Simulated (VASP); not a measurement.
## Fermi-Dirac smearing in V

Wanted: TS, pressure and Fermi level of V against the smearing width, on one dense mesh.

Main program and level: VASP 6.6.1; PBEsol, no spin polarisation; plane waves and PAW (V_sv), in the first sound run; inputs show where later runs differ.

## Step 1: Starting point

It takes space group Im-3m (No. 229, cubic). Conventional cell: a = 3.020 Å, b = 3.020 Å, c = 3.020 Å, α = 90.00°, β = 90.00°, γ = 90.00°. V has 8 V at 2.62 Å nearest.

Structure file:

```
V
1.0
    -1.51000    1.51000    1.51000
     1.51000   -1.51000    1.51000
     1.51000    1.51000   -1.51000
V
1
Cartesian
  0.0000 0.0000 0.0000
```

## Step 2: Relax the crystal, PBEsol

The cell is relaxed and then held.

This step took 2 runs in a row; the last is shown.

Level: PBEsol, no spin polarisation; plane waves and PAW (V_sv).

INCAR

```
SYSTEM = V
PREC = Accurate
ENCUT = 450
EDIFF = 1E-07
NELM = 120
ISMEAR = 1
SIGMA = 0.15
LREAL = .FALSE.
ALGO = Normal
GGA = PS
NBANDS = 12
LASPH = .TRUE.
LORBIT = 11
LWAVE = .FALSE.
LCHARG = .FALSE.
KPAR = 8
IBRION = 2
NSW = 40
ISIF = 3
EDIFFG = -0.005
POTIM = 0.4
```

POSCAR

```
V
1.0
   -1.4787622105      1.4787622105      1.4787622105
    1.4787622105     -1.4787622105      1.4787622105
    1.4787622105      1.4787622105     -1.4787622105
V
1
Direct
    0.0000000000      0.0000000000      0.0000000000
```

KPOINTS

```
Automatic mesh
0
Gamma
20 20 20
0 0 0
```

PAW data sets: V_sv (PBE family, release 64).

Started as:

```bash
$ mpirun -np 8 vasp_std
```

What it wrote:

```text
[banner, memory and clock lines left out]
running    8 mpi-ranks, on    1 nodes
[...]
|                                                                             |
|           W    W    AA    RRRRR   N    N  II  N    N   GGGG   !!!           |
|           W    W   A  A   R    R  NN   N  II  NN   N  G    G  !!!           |
|           W    W  A    A  R    R  N N  N  II  N N  N  G       !!!           |
|           W WW W  AAAAAA  RRRRR   N  N N  II  N  N N  G  GGG   !            |
|           WW  WW  A    A  R   R   N   NN  II  N   NN  G    G                |
|           W    W  A    A  R    R  N    N  II  N    N   GGGG   !!!           |
|                                                                             |
|     For optimal performance we recommend to set                             |
|       NCORE = 2 up to number-of-cores-per-socket                            |
|     NCORE specifies how many cores store one orbital (NPAR=cpu/NCORE).      |
|     This setting can greatly improve the performance of VASP for DFT.       |
[...]
DAV:   5    -0.963468675104E+01    0.11873E-06   -0.19618E-07  5860   0.636E-03    0.151E-03
DAV:   6    -0.963468655014E+01    0.20090E-06   -0.15785E-08  3220   0.204E-03    0.139E-04
DAV:   7    -0.963468657389E+01   -0.23748E-07   -0.10343E-09  3080   0.466E-04
   2 F= -.96346866E+01 E0= -.96347793E+01  d E =0.420132E-05
 trial-energy change:    0.000004  1 .order    0.000001   -0.000092    0.000094
 step:   0.4685(harm=  0.4953)  dis= 0.00000  next Energy=    -9.634712 (dE=-0.212E-04)
[...]
N       E                     dE             d eps       ncg     rms          rms(c)
DAV:   1    -0.963538701919E+01   -0.70047E-03   -0.10761E-02  6152   0.177E+00    0.295E-01
DAV:   2    -0.963472219222E+01    0.66483E-03   -0.16523E-03  6180   0.672E-01    0.585E-02
DAV:   3    -0.963471435250E+01    0.78397E-05   -0.84625E-06  6400   0.359E-02    0.329E-02
DAV:   4    -0.963471055478E+01    0.37977E-05   -0.57104E-06  6452   0.269E-02    0.193E-03
DAV:   5    -0.963471068787E+01   -0.13309E-06   -0.53649E-08  4180   0.342E-03    0.743E-04
DAV:   6    -0.963471077844E+01   -0.90576E-07   -0.68507E-09  3072   0.137E-03
   3 F= -.96347108E+01 E0= -.96348051E+01  d E =-.200032E-04
[...]
reached required accuracy - stopping structural energy minimisation
```

It took 5 s on 8 MPI ranks of Intel Xeon 6975P-C (Granite Rapids), shared host; peak memory 1.1 GiB.

The logs omit lines about the potential files and the build; timing stands in the text.

Parts of OUTCAR (step 2):

```text
  Total       -0.0002651     -0.0002651     -0.0002651      0.0000000      0.0000000     -0.0000000
  in kB       -0.0328838     -0.0328838     -0.0328838      0.0000000      0.0000000     -0.0000000
  external PRESSURE =      -0.0328838 kB  Pullay stress =       0.0000000 kB

 POSITION                                       TOTAL-FORCE (eV/Angst)
 -----------------------------------------------------------------------------------
      0.00000      0.00000      0.00000        -0.000000     -0.000000      0.000000
 -----------------------------------------------------------------------------------
    total drift:                                0.000000      0.000000      0.000000

  FREE ENERGIE OF THE ION-ELECTRON SYSTEM (eV)
  ---------------------------------------------------
  free  energy   TOTEN  =        -9.6347107784 eV

  energy  without entropy=       -9.6349935984  energy(sigma->0) =       -9.63480505

 reached required accuracy - stopping structural energy minimisation

[... 3 further parts left out ...]
[key lines of the parts left out:]
E-fermi :  10.0840
```

Numbers from this step:

| Item | Value |
| --- | --- |
| energy(sigma→0) of the program | -9.6348 eV |
| stress, compression positive | xx, yy, zz 0.00, 0.00, 0.00 GPa |
| volume | 12.915 Å³ |
| ionic steps | 3 |

## Step 3: Tetrahedra, PBEsol

Tetrahedra give the density of states at the Fermi level without smearing.

Level: PBEsol, no spin polarisation; plane waves and PAW (V_sv).

INCAR

```
SYSTEM = V
PREC = Accurate
ENCUT = 450
EDIFF = 1E-08
NELM = 100
ISMEAR = -5
SIGMA = 0.15
LREAL = .FALSE.
ALGO = Normal
GGA = PS
NBANDS = 14
LASPH = .TRUE.
LORBIT = 11
LWAVE = .FALSE.
LCHARG = .FALSE.
KPAR = 2
ISIF = 2
NEDOS = 3001
```

POSCAR

```
V
1.0
   -1.4780092259      1.4780092259      1.4780092259
    1.4780092259     -1.4780092259      1.4780092259
    1.4780092259      1.4780092259     -1.4780092259
V
1
Direct
    0.0000000000      0.0000000000      0.0000000000
```

KPOINTS

```
Automatic mesh
0
Gamma
36 36 36
0 0 0
```

Started as:

```bash
$ mpirun -np 2 vasp_std
```

What it wrote:

```text
[banner, memory and clock lines left out]
running    2 mpi-ranks, on    1 nodes
[...]
[... a notice as in an earlier step ...]

 LDA part: xc-table for (Slater+PW92), standard interpolation
 POSCAR, INCAR and KPOINTS ok, starting setup
[...]
entering main loop
       N       E                     dE             d eps       ncg     rms          rms(c)
DAV:   1     0.827140700321E+02    0.82714E+02   -0.62205E+03 35212   0.923E+02
DAV:   2    -0.991073187403E+01   -0.92625E+02   -0.89517E+02 36694   0.280E+02
DAV:   3    -0.111250674500E+02   -0.12143E+01   -0.12128E+01 38518   0.361E+01
DAV:   4    -0.111301275752E+02   -0.50601E-02   -0.50600E-02 38848   0.244E+00
[...]
DAV:  10    -0.963426728906E+01   -0.66401E-05   -0.29962E-06 36004   0.154E-02    0.111E-03
DAV:  11    -0.963426725955E+01    0.29515E-07   -0.69938E-08 40084   0.417E-03    0.108E-03
DAV:  12    -0.963426726840E+01   -0.88535E-08   -0.90306E-09 23704   0.149E-03
   1 F= -.96342673E+01 E0= -.96342673E+01  d E =0.000000E+00
|                                                                             |
|           W    W    AA    RRRRR   N    N  II  N    N   GGGG   !!!           |
|           W    W   A  A   R    R  NN   N  II  NN   N  G    G  !!!           |
|           W    W  A    A  R    R  N N  N  II  N N  N  G       !!!           |
|           W WW W  AAAAAA  RRRRR   N  N N  II  N  N N  G  GGG   !            |
|           WW  WW  A    A  R   R   N   NN  II  N   NN  G    G                |
|           W    W  A    A  R    R  N    N  II  N    N   GGGG   !!!           |
|                                                                             |
|     Tetrahedron method does not include variations of the Fermi             |
|     occupations, so forces and stress will be inaccurate. We suggest        |
|     using a different smearing scheme ISMEAR = 1 or 2 for metals in         |
|     relaxations.                                                            |
|                                                                             |
```

Wall time 56 s (2 MPI ranks); peak memory 0.84 GiB.

OUTCAR, selected parts (step 3):

```text
  Total       -0.0066340     -0.0066340     -0.0066340      0.0000000      0.0000000      0.0000000
  in kB       -0.8229881     -0.8229881     -0.8229881      0.0000000      0.0000000      0.0000000
  external PRESSURE =      -0.8229881 kB  Pullay stress =       0.0000000 kB

 POSITION                                       TOTAL-FORCE (eV/Angst)
 -----------------------------------------------------------------------------------
      0.00000      0.00000      0.00000        -0.000000      0.000000     -0.000000
 -----------------------------------------------------------------------------------
    total drift:                                0.000000      0.000000      0.000000

  FREE ENERGIE OF THE ION-ELECTRON SYSTEM (eV)
  ---------------------------------------------------
  free  energy   TOTEN  =        -9.6342672684 eV

  energy  without entropy=       -9.6342672684  energy(sigma->0) =       -9.63426727

[... 1 part as in an earlier step ...]

[... 2 further parts left out ...]
[key lines of the parts left out:]
E-fermi :  10.0873
```

This run gave:

```
energy(sigma→0) of the program : -9.6343 eV
```

The run ends at a pressure of -0.08 GPa.

## Step 4: Electron temperature, PBEsol

One member in full: SIGMA = 0.05 eV.

Level: PBEsol, no spin polarisation; plane waves and PAW (V_sv).

Changes to INCAR since step 3:

```diff
@@ -5,4 +5,4 @@
 NELM = 100
-ISMEAR = -5
-SIGMA = 0.15
+ISMEAR = -1
+SIGMA = 0.05
 LREAL = .FALSE.
@@ -17,2 +17 @@
 ISIF = 2
-NEDOS = 3001
```

POSCAR is that of step 3.

KPOINTS is that of step 3.

Started as:

```bash
$ mpirun -np 2 vasp_std
```

What it wrote:

```text
[... set-up lines as in an earlier step ...]
 entering main loop
       N       E                     dE             d eps       ncg     rms          rms(c)
DAV:   1     0.827335350479E+02    0.82734E+02   -0.62205E+03 35212   0.923E+02
DAV:   2    -0.991564523091E+01   -0.92649E+02   -0.89423E+02 36694   0.280E+02
DAV:   3    -0.111300821072E+02   -0.12144E+01   -0.12126E+01 38518   0.361E+01
DAV:   4    -0.111351422895E+02   -0.50602E-02   -0.50601E-02 38848   0.244E+00
[...]
DAV:  10    -0.964128414440E+01   -0.66864E-05   -0.30036E-06 36016   0.155E-02    0.112E-03
DAV:  11    -0.964128418116E+01   -0.36762E-07   -0.71359E-08 40036   0.421E-03    0.108E-03
DAV:  12    -0.964128418249E+01   -0.13306E-08   -0.92597E-09 24146   0.151E-03
   1 F= -.96412842E+01 E0= -.96342204E+01  d E =-.141275E-01
```

It took 29 s on 2 MPI ranks; peak memory 0.54 GiB.

OUTCAR, selected parts (step 4):

```text
  LATTYP: Found a body centered cubic cell.
 ALAT       =     2.9560184518

 Subroutine GETGRP returns: Found 48 space group operations
 (whereof 48 operations were pure point group operations)

The static configuration has the point symmetry O_h .

 Found   1240 irreducible k-points:

   dimension x,y,z NGX =    18 NGY =   18 NGZ =   18
   dimension x,y,z NGXF=    36 NGYF=   36 NGZF=   36

   ENCUT  =  450.0 eV  33.07 Ry    5.75 a.u.   4.43  4.43  4.43*2*pi/ulx,y,z

   NELECT =      13.0000    total number of electrons

 E-fermi :  10.0968

 k-point     1 :       0.0000    0.0000    0.0000
  band No.  band energies     occupation
      1     -53.3313      2.00000
      2     -26.6613      2.00000
      3     -26.6613      2.00000
      4     -26.6613      2.00000
      5       3.4075      2.00000
      6      10.5144      0.00047
      7      10.5144      0.00047
      8      10.5144      0.00047
      9      12.6280      0.00000
     10      12.6280      0.00000
    ...

 k-point     2 :       0.0278    0.0000    0.0000
  band No.  band energies     occupation
      1     -53.3292      2.00000
      2     -26.6687      2.00000
      3     -26.6634      2.00000
      4     -26.6608      2.00000
      5       3.4403      2.00000
      6      10.5001      0.00063
      7      10.5119      0.00050
      8      10.5384      0.00029
      9      12.6106      0.00000
     10      12.6293      0.00000
    ...

  Total        0.0009170      0.0009170      0.0009170      0.0000000      0.0000000     -0.0000000
  in kB        0.1137551      0.1137551      0.1137551      0.0000000      0.0000000     -0.0000000
  external PRESSURE =       0.1137551 kB  Pullay stress =       0.0000000 kB

 POSITION                                       TOTAL-FORCE (eV/Angst)
 -----------------------------------------------------------------------------------
      0.00000      0.00000      0.00000        -0.000000      0.000000      0.000000
 -----------------------------------------------------------------------------------
    total drift:                                0.000000      0.000000      0.000000

  FREE ENERGIE OF THE ION-ELECTRON SYSTEM (eV)
  ---------------------------------------------------
  free  energy   TOTEN  =        -9.6412841825 eV

  energy  without entropy=       -9.6271566998  energy(sigma->0) =       -9.63422044

 total charge
# of ion       s       p       d       tot
------------------------------------------
    1        2.356   6.238   3.140  11.735

[... 2 parts as in an earlier step ...]

[... 7 further parts left out ...]
```

Numbers from this step:

- energy(sigma→0) of the program: -9.6342 eV
- stress, compression positive: xx, yy, zz 0.01, 0.01, 0.01 GPa

The run ends at a pressure of 0.01 GPa.

## Step 5: All members

The other members went through these steps as far as the tables show, on the same mesh; 7 runs are not shown. The session took 0.18 core hours (wall time by ranks) on a shared machine.

| width kT (eV) | temperature (K) | free energy less that of the narrowest width (meV/atom) | TS (meV/atom) | pressure (GPa) | shift of the Fermi level (eV) |
| --- | --- | --- | --- | --- | --- |
| 0.025 | 290 | 0.000 | 3.606 | -0.068 | 0.000 |
| 0.050 | 580 | -5.339 | 14.127 | 0.011 | 0.006 |
| 0.075 | 870 | -14.098 | 31.282 | 0.131 | 0.015 |
| 0.100 | 1160 | ? | ? | 0.291 | 0.024 |
| 0.150 | 1741 | -58.953 | 114.734 | 0.718 | 0.047 |
| 0.200 | 2321 | -102.156 | 191.996 | 1.271 | 0.074 |
| 0.300 | 3481 | -216.235 | 395.693 | 2.734 | 0.136 |

## Step 6: The Sommerfeld expansion

At low temperature TS = (π²/3) g (kT)², so TS, twice the difference of energy(sigma→0) and the free energy, over (π²/3)(kT)² is an effective density of states: 1.754, 1.718, 1.690, 1.550, 1.459, 1.336 states/eV/atom in the rows shown.

A least-squares parabola through the 6 rows shown, with σ the width in eV: g = 1.020 σ² − 1.900 σ + 1.810 (states/eV/atom), r.m.s. residual 0.0095 states/eV/atom.

At σ = 0.1 this predicts 1.631 states/eV/atom.

## Step 7: The withheld row

The calculation gives 1.650 states/eV/atom, so the prediction is 0.019 states/eV/atom too low, within twice the residual of the fit.

The parabola in σ is an empirical guide, not the expansion itself. Tetrahedra give g = 1.714 states/eV/atom at the Fermi level, the limit that the series should reach at zero width.

## Step 8: Results

```yaml
density_of_states_at_the_fermi_level_tetrahedra: 1.71 states/eV/atom
sommerfeld_coefficient_from_it: 4.04 mJ per mole of atoms and K²
pressure_at_the_widest_setting: 2.73 GPa
error_of_the_predicted_g: -0.019 states/eV/atom
```

In words: Against the tetrahedron value, the effective density of states stands at +2 % at 0.025 eV, +0 % at 0.05 eV, -4 % at 0.1 eV, -22 % at 0.3 eV. At the widest setting the states within reach are sparser than those at the Fermi level. The bare coefficient lacks the electron-phonon enhancement of measured heat capacities.

[Lines on the potential files, build, host, timing and source positions are cut from VASP's logs without a mark.]

[Logs are printed without paths, hosts, clocks, repeated set-up lines and the standing remarks that a program may print on its own settings, such as how far it seeks lower states.]

[Hosts, paths, dates, database ids (printed as entryN), source tags and the programs' standing remarks are cut or masked in the printed files.]
